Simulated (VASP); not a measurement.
A convergence study with VASP on Cu (fcc): one setting is varied, all else stays as given below, so the limit is that of these other settings.

```yaml
crystal:
  lattice:
    - [0.00000, 1.80500, 1.80500]
    - [1.80500, 0.00000, 1.80500]
    - [1.80500, 1.80500, 0.00000]
  atoms:
    - { symbol: Cu, position: [0.00000, 0.00000, 0.00000] }
```

Method: LDA (Ceperley-Alder, Perdew-Zunger), VASP's LDA PAW potentials (set 64) (plane waves; VASP 6.6.1). The tightest run used: 550 eV cut-off, 27×27×27 Γ-centred mesh, tetrahedra with Blöchl corrections, potentials Cu.

The settings run are 3×3×3 mesh; 4×4×4 mesh; 5×5×5 mesh; 6×6×6 mesh; 7×7×7 mesh; 8×8×8 mesh; 9×9×9 mesh; 10×10×10 mesh; 11×11×11 mesh; 12×12×12 mesh; 13×13×13 mesh; 14×14×14 mesh; 16×16×16 mesh; 17×17×17 mesh; 18×18×18 mesh; 19×19×19 mesh; 20×20×20 mesh; 21×21×21 mesh; 22×22×22 mesh; 23×23×23 mesh; 24×24×24 mesh; 25×25×25 mesh; 26×26×26 mesh; 27×27×27 mesh. From which on does the stress (every component) stay within 0.2 GPa of the tightest run?

From 7×7×7 mesh on: it is off by 0.11 there and by no more than 0.2 in any finer run, while 6×6×6 mesh is off by 0.27.
```
setting        E (eV/atom)  pressure (GPa)  irreducible k-points  difference judged (GPa)
-------------  -----------  --------------  --------------------  -----------------------
3×3×3 mesh         -5.0701          -15.79                     4                     4.63
4×4×4 mesh         -4.5490          -11.12                     8                     0.04
5×5×5 mesh         -4.7223          -11.48                    10                     0.32
6×6×6 mesh         -4.6751          -11.43                    16                     0.27
7×7×7 mesh         -4.6870          -11.27                    20                     0.11
8×8×8 mesh         -4.6842          -11.29                    29                     0.13
9×9×9 mesh         -4.6799          -11.26                    35                     0.10
10×10×10 mesh      -4.6804          -11.22                    47                     0.06
11×11×11 mesh      -4.6776          -11.23                    56                     0.07
12×12×12 mesh      -4.6788          -11.19                    72                     0.03
13×13×13 mesh      -4.6766          -11.21                    84                     0.05
14×14×14 mesh      -4.6783          -11.19                   104                     0.03
16×16×16 mesh      -4.6782          -11.18                   145                     0.02
17×17×17 mesh      -4.6764          -11.18                   165                     0.02
18×18×18 mesh      -4.6779          -11.18                   195                     0.02
19×19×19 mesh      -4.6765          -11.17                   220                     0.01
20×20×20 mesh      -4.6776          -11.17                   256                     0.02
21×21×21 mesh      -4.6767          -11.16                   286                     0.00
22×22×22 mesh      -4.6775          -11.17                   328                     0.01
23×23×23 mesh      -4.6770          -11.16                   364                     0.00
24×24×24 mesh      -4.6774          -11.17                   413                     0.01
25×25×25 mesh      -4.6771          -11.16                   455                     0.00
26×26×26 mesh      -4.6773          -11.16                   511                     0.01
27×27×27 mesh      -4.6771          -11.16                   560                     0.00
```

Left out are rungs that failed or repeat a setting and relaxations that didn't move; long series are thinned to 24 rows.

The compound is Cu in the fcc structure. The cell was not relaxed at this level.
